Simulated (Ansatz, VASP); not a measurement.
# Cross-check of B2Ru (B2Ru (Pmmn)) between VASP and Ansatz

Wanted: the spread between two codes on one cell, functional and k mesh. The cell is taken from a series of runs on this material, whose earlier steps may have relaxed, scaled, displaced or heated it; both programs get it as it stands.

Main program and level: Ansatz 0.2.0; plane waves, with VASP 6.6.1 beside it; relaxation of cell and atoms at r2SCAN.

### 1. Set-up

It takes space group Pmmn (No. 59, orthorhombic). The conventional cell has a = 2.867 Å, b = 4.652 Å, c = 4.040 Å, α = 90.00°, β = 90.00°, γ = 90.00°. Nearest to B lie 3 B at 1.82 to 1.88 Å and 4 Ru at 2.16 to 2.27 Å. Nearest to Ru lie 8 B at 2.16 to 2.27 Å. Farther neighbours are not listed.

### 2. Ansatz: relaxation of cell and atoms, r2SCAN

Ansatz runs on its PAW soft_1 files.

The relaxed volume is the usual yardstick between codes: in a stiff, nearly cubic crystal its relative difference is about their pressure difference at one cell divided by the bulk modulus.

The input, input.yaml:

```yaml
crystal:
  lattice:
    - [2.8671782, 0.0, 0.0]
    - [0.0, 4.6516201, 0.0]
    - [0.0, 0.0, 4.0396382]
  atoms:
    - { symbol: B, position: [0.0, 0.80443127, 0.36267706] }
    - { symbol: B, position: [0.5, 0.69556873, 0.63732294] }
    - { symbol: B, position: [0.0, 0.19556873, 0.36267706] }
    - { symbol: B, position: [0.5, 0.30443127, 0.63732294] }
    - { symbol: Ru, position: [0.0, 0.0, 0.84671228] }
    - { symbol: Ru, position: [0.5, 0.5, 0.15328772] }
basis:
  ecutwfc: 500
  xc_grid: 2
hamiltonian:
  xc: r2scan
  pseudopotentials: { kind: paw, azcp: { folder: soft_1 } }
kpoints:
  mp_grid: { grid: [13, 8, 10] }
scf:
  occupations: { method: fermi_dirac, width: 0.05 }
  max_iter: 150
output:
  forces: true
  stress: true
relax:
  f_tol: 0.01
  max_steps: 60
  cell: {}
checkpoint:
  write: "../r2scan.run"
  compress: false
  write_wavefunctions: false
  write_every: 100000
```

Command:

```
$ ansatz run input.yaml --threads 4 --pin off --max-ram 6594MiB --backend cpu --events-out ev --progress --plain --runs-dir out
```

Numbers of over 12 decimals in the logs are rounded to 6 here.

What it wrote:

```text
Engine: ansatz 0.2.0, x86_64-unknown-linux-gnu
Pseudopotentials: kind: paw
Pseudopotential: B, paw, valence charge 3, recommended cutoff 500 eV (meta_gga), soft_1/B.paw.azcp
Pseudopotential: Ru, paw, valence charge 16, recommended cutoff 500 eV (meta_gga), soft_1/Ru.paw.azcp
Functional definition: r2SCAN
  parameter k0 = 0.174
  parameter k1 = 0.065
  parameter a1 = 4.9479
  exchange = r2scan_x(k0 = k0, k1 = k1, a1 = a1)
  correlation = r2scan_c
Crystal: 6 atoms, lattice volume = 53.877 Å³
Basis set: ecut = 500 eV, 1365 PW (Γ), exchange–correlation on 48×72×60 points (8 copies of the dense FFT grid, shifted against one another)
Bands: 28, of which v1, the nominal top of the filled ones, is band 22 counted from 1 (21 counted from 0)
Symmetry: 8 space group operations
Space group: Pmmn (ITA 59), of the structure as read, at distance tolerance 3.8e-5 Å
k-points: 210 of 1040
Non-local potential: B, projectors of the file, l = 0: 2, l = 1: 2, l = 2: 1
Non-local potential: Ru, projectors of the file, l = 0: 3, l = 1: 2, l = 2: 2, l = 3: 1
PAW form: soft (Blöchl's): semilocal exchange-correlation on the pseudo side does not see the compensation charge
PAW frozen core: B, regenerated for the run's functional (the file was generated under x = pbe(κ = 0.804, μ = 0.219515), c = pbe(β = 0.066725))
PAW frozen core: Ru, regenerated for the run's functional (the file was generated under x = pbe(κ = 0.804, μ = 0.219515), c = pbe(β = 0.066725))
PAW one-centre angular grid: B, 302 points (default); XC on 223 of its mesh's 2233 points in the sphere
PAW one-centre angular grid: Ru, 590 points (default); XC on 160 Gauss nodes
Initial density: superposition of atomic densities (chi_scale 0.1, normalization cell, long waves kept (reshape's long-wave potential 0.00 eV rms))
Initial wavefunctions: pseudopotential atomic-orbital guess
Functional: x = r2scan, c = r2scan; τ floored in thin density (d = 2e-4 eV/Å³)
SCF iter   1: F=—  HF=-12414.815797 eV  |F-HF|=—  |Δ(HF+E_count)|=         —  Δρ=1.83e-1  dr2=2.97e1  dr2_τ=1.70e0  ethr=3.10e-3  ⟨swp⟩=6.0  Hψ=25255  notcnv=0
preconditioner: auto → Kerker (q_TF=auto, 2.638 Å⁻¹)  [metal: Δε(μ)=0.005 eV  Ē_g=9.363 eV  σ=0.050 eV  W_gap=0.02  n_scr=14 (ndim 8)  ℏωp=26.8 eV  f_vac=0.000  D(μ)=2.39/eV (n_scr^D=20)]
SCF iter   2: F=—  HF=-12409.517905 eV  |F-HF|=—  |Δ(HF+E_count)|=    5.30e0  Δρ=4.29e-2  dr2=1.01e0  dr2_τ=7.33e-1  ethr=3.10e-3  ⟨swp⟩=3.0  Hψ=14410  notcnv=0  defer=107
SCF iter   3: F=—  HF=-12409.537251 eV  |F-HF|=—  |Δ(HF+E_count)|=   1.93e-2  Δρ=2.23e-2  dr2=2.06e-1  dr2_τ=1.09e-2  ethr=2.31e-3  ⟨swp⟩=2.1  Hψ=8642  notcnv=0  defer=100
SCF iter   4: F=—  HF=-12409.563126 eV  |F-HF|=—  |Δ(HF+E_count)|=   2.59e-2  Δρ=5.51e-3  dr2=2.10e-2  dr2_τ=1.16e-3  ethr=4.69e-4  ⟨swp⟩=2.0  Hψ=10529  notcnv=0  defer=100
SCF iter   5: F=—  HF=-12409.564877 eV  |F-HF|=—  |Δ(HF+E_count)|=   1.75e-3  Δρ=2.31e-3  dr2=4.49e-3  dr2_τ=2.46e-4  ethr=4.78e-5  ⟨swp⟩=2.1  Hψ=9644  notcnv=0  defer=100
SCF iter   6: F=—  HF=-12409.564319 eV  |F-HF|=—  |Δ(HF+E_count)|=   5.58e-4  Δρ=4.15e-4  dr2=1.28e-4  dr2_τ=1.61e-6  ethr=1.02e-5  ⟨swp⟩=2.3  Hψ=7767  notcnv=0  defer=100
SCF iter   7: F=—  HF=-12409.564346 eV  |F-HF|=—  |Δ(HF+E_count)|=   2.73e-5  Δρ=8.46e-5  dr2=4.93e-6  dr2_τ=1.63e-7  ethr=2.91e-7  ⟨swp⟩=2.1  Hψ=8198  notcnv=0  defer=100
SCF iter   8: F=—  HF=-12409.564347 eV  |F-HF|=—  |Δ(HF+E_count)|=   1.19e-6  Δρ=1.54e-5  dr2=1.26e-7  dr2_τ=1.10e-8  ethr=1.12e-8  ⟨swp⟩=2.0  Hψ=8761  notcnv=0  defer=100
SCF iter   9: F=-12409.564347 eV  HF=-12409.564347 eV  |F-HF|=3.68e-9  |Δ(HF+E_count)|=   8.20e-8  Δρ=4.61e-6  dr2=1.36e-8  dr2_τ=6.79e-10  ethr=2.27e-10  ⟨swp⟩=4.1  Hψ=20178  notcnv=0
SCF 1 converged in 9 iterations: F = -12409.564347 eV  dr2 = 1.36e-8
  greatest PAW one-centre occupation: 1.000 electrons in one spin orbital (limit 2), on the Ru atom at site 5 (counted from 0), in its partial waves of l = 1
relax step   1: F+E_penalty+E_count = -12409.56434736 eV  Δ(F+E_penalty+E_count) = +0.000e0 eV  max|allowed force component| = 1.432e-2 eV/Å  Δτ_max = 0.0000 Å  P = -0.353 GPa  Ω = 53.877 Å³  (9 SCF iters, dr2 threshold 1.00e-7 eV, accepted)
[...]
relax step   2: F+E_penalty+E_count = -12409.56456713 eV  Δ(F+E_penalty+E_count) = -2.198e-4 eV  max|allowed force component| = 6.809e-3 eV/Å  Δτ_max = 0.0009 Å  P = -0.014 GPa  Ω = 53.816 Å³  energy of the carried Pulay correction = +1.571e-5 eV  (4 SCF iters, dr2 threshold 6.00e-7 eV, accepted)
[...]
relax step   3: F+E_penalty+E_count = -12409.56458080 eV  Δ(F+E_penalty+E_count) = -1.367e-5 eV  max|allowed force component| = 3.306e-3 eV/Å  Δτ_max = 0.0003 Å  P = +0.027 GPa  Ω = 53.808 Å³  energy of the carried Pulay correction = +1.761e-5 eV  (4 SCF iters, dr2 threshold 2.48e-8 eV, accepted)
[...]
relax step   4: F+E_penalty+E_count = -12409.56456353 eV  Δ(F+E_penalty+E_count) = +1.727e-5 eV  max|allowed force component| = 3.290e-3 eV/Å  Δτ_max = 0.0000 Å  P = +0.027 GPa  Ω = 53.808 Å³  stress off target by 3.26e-2 GPa  SCF on the basis re-selected at this cell (its energy is not comparable with the rows above)  (4 SCF iters)
basis re-selected at this cell: Δ(F+E_penalty+E_count) = +1.727e-5 eV, ΔP = -0.000 GPa vs the last step (what re-selecting the basis moved, of the pressure what is left beyond the Pulay correction that the steps carried, after the strain that the cell walked since its last selection, with what the two solves' SCF thresholds leave and, on support functions, any second-order correction that the steps lacked; it is no m [...]
SCF converged after 4 iterations
Free energy (F): -12409.564564 eV
Harris-Foulkes:  -12409.564564 eV  (|F-HF|=2.18e-11)
Internal energy: -12409.555532 eV  (E = F + TS)
E sigma→0 (E₀):  -12409.560048 eV
Entropy (-TS):   -0.009032 eV (-1.505 meV/atom)
Fermi energy:    17.553330 eV
--- Per-component energies (eV) ---
  E_band       = -230.949465
  E_kinetic    = 1119.056698
  E_local      = -3417.320061  (includes V_loc(G=0)·N_el)
  E_nonlocal   = 854.938627
  E_hartree    = 1209.260407
  E_xc         = -456.575361
  E_vxc        = -648.563849  (∫ρ·V_xc dr)
  E_paw        = -7358.554895  (= ΣΔE_a)
  E_vpaw       = -600.459105  (= ΣTr[D̂ρ^β])
  E_aug_tail   = 0.001213  (compensation charges beyond the density's cutoff)
  E_vtau       = 42.876180  (kinetic-family band-sum trace: ∫τ·v_τ [+ j·A + Jᵃ·Aᵃ] dr)
  E_ewald      = -4359.666487
  E_core_change = -0.695673  (= ΣΔE_core)
  E_smearing   = -0.009032  (= −TS)
  E_closure    = -0.000000  (closes the sum)
  Σ components = -12409.564564   (vs F -12409.564564, Δ=0.00e0)
--- Forces (eV/Å), atoms counted from 1 ---
  atom   1  B      0.00000000    -0.00255191    -0.00329030
  atom   2  B      0.00000000     0.00255191     0.00329030
  atom   3  B      0.00000000     0.00255191    -0.00329030
  atom   4  B      0.00000000    -0.00255191     0.00329030
  atom   5  Ru     0.00000000     0.00000000    -0.00004066
  atom   6  Ru     0.00000000     0.00000000     0.00004066
  max |Σ_I F_I| component: 1.73e-18 eV/Å
--- Stress (GPa, compression-positive) ---
        0.024723       0.000000       0.000000
        0.000000       0.024293       0.000000
        0.000000       0.000000       0.032610
  P = ⅓ Tr σ = 0.0272 GPa (0.272 kbar)
--- Relaxed structure (3 steps of the walk, 3 accepted, 1 SCFs on fresh bases) ---
  F+E_penalty+E_count = -12409.56456353 eV   max|allowed force component| = 3.290e-3 eV/Å   (the final SCF, on the basis selected at the relaxed cell)
  cell:  # Å, volume = 53.8083 Å³
    - [2.867416, 0.0, 0.0]
    - [0.0, 4.644753, 0.0]
    - [0.0, 0.0, 4.040135]
  atoms:
    - { symbol: B, position: [0.0, 0.804245, 0.362588] }
    - { symbol: B, position: [0.5, 0.695755, 0.637412] }
    - { symbol: B, position: [0.0, 0.195755, 0.362588] }
    - { symbol: B, position: [0.5, 0.304245, 0.637412] }
    - { symbol: Ru, position: [0.0, 0.0, 0.846754] }
    - { symbol: Ru, position: [0.5, 0.500000, 0.153246] }
```

Reading the cycles: dr2 is the Hartree energy of the density residual (eV), the measure of convergence; HF is the Harris–Foulkes estimate of the energy, which meets the free energy F at convergence.

### 3. VASP: relaxation of cell and atoms, r2SCAN

The same cell, functional, mesh and smearing now go to VASP, with its own data sets.

Lines of VASP's logs that name or quote its potential files are left out, and so is its time.

The input, INCAR:

```
SYSTEM = B2Ru
PREC = Accurate
ENCUT = 550
EDIFF = 1E-07
NELM = 120
ISMEAR = -1
SIGMA = 0.05
LREAL = .FALSE.
ALGO = Normal
METAGGA = R2SCAN
LASPH = .TRUE.
NBANDS = 26
LORBIT = 11
LWAVE = .FALSE.
LCHARG = .FALSE.
ISIF = 3
IBRION = 2
NSW = 80
EDIFFG = -0.005
GGA_COMPAT = .FALSE.
NELMIN = 4
LMIXTAU = .TRUE.
KPAR = 2
```

The input, POSCAR:

```
B2Ru
1.0
    2.8671780000      0.0000000000      0.0000000000
    0.0000000000      4.6516200000      0.0000000000
    0.0000000000      0.0000000000      4.0396380000
B Ru
4 2
Direct
    0.0000000000      0.8044313594      0.3626770518
    0.5000000000      0.6955686406      0.6373229482
    0.0000000000      0.1955686406      0.3626770518
    0.5000000000      0.3044313594      0.6373229482
    0.0000000000      0.0000000000      0.8467122549
    0.5000000000      0.5000000000      0.1532877451
```

The input, KPOINTS:

```
Automatic mesh
0
Gamma
13 8 10
0 0 0
```

The projector-augmented-wave data sets are B and Ru_pv (PBE family, release 64).

Command:

```
$ mpirun -np 2 vasp_std
```

What it wrote:

```text
[banner, memory and clock lines left out]
running    2 mpi-ranks, on    1 nodes
 distrk:  each k-point on    1 cores,    2 groups
 distr:  one band on    1 cores,    1 groups

 POSCAR found type information on POSCAR B Ru
 POSCAR found :  2 types and       6 ions
|                                                                             |
|               ----> ADVICE to this user running VASP <----                  |
|                                                                             |
|     You enforced a specific xc type in the INCAR file but a different       |
|     [... a line on the potential file left out ...]
|     I HOPE YOU KNOW WHAT YOU ARE DOING!                                     |
|                                                                             |

 LDA part: xc-table for (None), standard interpolation
 POSCAR, INCAR and KPOINTS ok, starting setup
 FFT: planning ... GRIDC
 FFT: planning ... GRID_SOFT
 FFT: planning ... GRID
 WAVECAR not read
 entering main loop
       N       E                     dE             d eps       ncg     rms          rms(c)
DAV:   1     0.327661387461E+03    0.32766E+03   -0.23684E+04 10920   0.169E+03
DAV:   2    -0.811541151281E+02   -0.40882E+03   -0.40057E+03 11374   0.472E+02
DAV:   3    -0.980584951035E+02   -0.16904E+02   -0.16642E+02 13470   0.891E+01
DAV:   4    -0.982962451772E+02   -0.23775E+00   -0.23696E+00 13122   0.100E+01
DAV:   5    -0.983004168481E+02   -0.41717E-02   -0.41706E-02 14134   0.132E+00    0.406E+01
DAV:   6    -0.845282231793E+02    0.13772E+02   -0.55975E+01 11888   0.635E+01    0.964E+00
DAV:   7    -0.820723062503E+02    0.24559E+01   -0.13522E+01 11688   0.299E+01    0.557E+00
DAV:   8    -0.820212645473E+02    0.51042E-01   -0.48813E-01 12028   0.481E+00    0.233E+00
DAV:   9    -0.820158263833E+02    0.54382E-02   -0.34294E-01 11358   0.364E+00    0.452E-01
DAV:  10    -0.820915853388E+02   -0.75759E-01   -0.69388E-02 11258   0.192E+00    0.158E-01
DAV:  11    -0.820841875651E+02    0.73978E-02   -0.82496E-03 11816   0.654E-01    0.926E-02
DAV:  12    -0.820917802008E+02   -0.75926E-02   -0.41992E-03 11728   0.445E-01    0.567E-02
DAV:  13    -0.820918052461E+02   -0.25045E-04   -0.83419E-04 11708   0.203E-01    0.275E-02
DAV:  14    -0.820921348678E+02   -0.32962E-03   -0.42218E-04 11646   0.185E-01    0.960E-03
DAV:  15    -0.820921788654E+02   -0.43998E-04   -0.47616E-05 12628   0.636E-02    0.305E-03
DAV:  16    -0.820921810427E+02   -0.21773E-05   -0.11380E-05 12168   0.276E-02    0.213E-03
DAV:  17    -0.820921831120E+02   -0.20693E-05   -0.19085E-06 12380   0.120E-02    0.103E-03
DAV:  18    -0.820921831486E+02   -0.36545E-07   -0.66948E-07 11656   0.608E-03
   1 F= -.82092183E+02 E0= -.82087693E+02  d E =-.820922E+02
[...]
2 F= -.82092268E+02 E0= -.82087756E+02  d E =-.846740E-04
[...]
3 F= -.82092272E+02 E0= -.82087764E+02  d E =-.885640E-04
[...]
4 F= -.82092276E+02 E0= -.82087747E+02  d E =-.390696E-05
 trial-energy change:   -0.000004  1 .order   -0.000007   -0.000060    0.000046
 step:   0.5036(harm=  0.5459)  dis= 0.00023  next Energy=   -82.092287 (dE=-0.153E-04)
 bond charge predicted
       N       E                     dE             d eps       ncg     rms          rms(c)
DAV:   1    -0.820923898574E+02   -0.11427E-03   -0.24214E-03 11224   0.466E-01    0.973E-02
DAV:   2    -0.820923080297E+02    0.81828E-04   -0.72126E-04 11260   0.236E-01    0.388E-02
DAV:   3    -0.820922867573E+02    0.21272E-04   -0.76489E-05 11276   0.716E-02    0.103E-02
DAV:   4    -0.820922861615E+02    0.59575E-06   -0.13258E-05 12816   0.212E-02    0.388E-03
DAV:   5    -0.820922862827E+02   -0.12119E-06   -0.31164E-06 11368   0.122E-02    0.309E-03
DAV:   6    -0.820922866462E+02   -0.36348E-06   -0.18021E-06 11330   0.853E-03    0.131E-03
DAV:   7    -0.820922871434E+02   -0.49725E-06   -0.31920E-07 10294   0.363E-03    0.364E-04
DAV:   8    -0.820922871137E+02    0.29759E-07   -0.32538E-08  5506   0.144E-03
   5 F= -.82092287E+02 E0= -.82087768E+02  d E =-.154011E-04
 curvature:  -0.36 expect dE=-0.328E-05 dE for cont linesearch -0.155E-06
 trial: gam= 0.02830 g(F)=  0.393E-05 g(S)=  0.520E-05 ort = 0.600E-05 (trialstep = 0.872E+00)
 search vector abs. value=  0.954E-05
 reached required accuracy - stopping structural energy minimisation
```

(Part 1 of 2 ends here.)

[Lines on the potential files, build, host, timing and source positions are cut from VASP's logs without a mark.]

[Logs are printed without paths, hosts, clocks, repeated set-up lines and the standing remarks that a program may print on its own settings, such as how far it seeks lower states.]

[Hosts, paths, dates, database ids (printed as entryN), source tags and the programs' standing remarks are cut or masked in the printed files.]
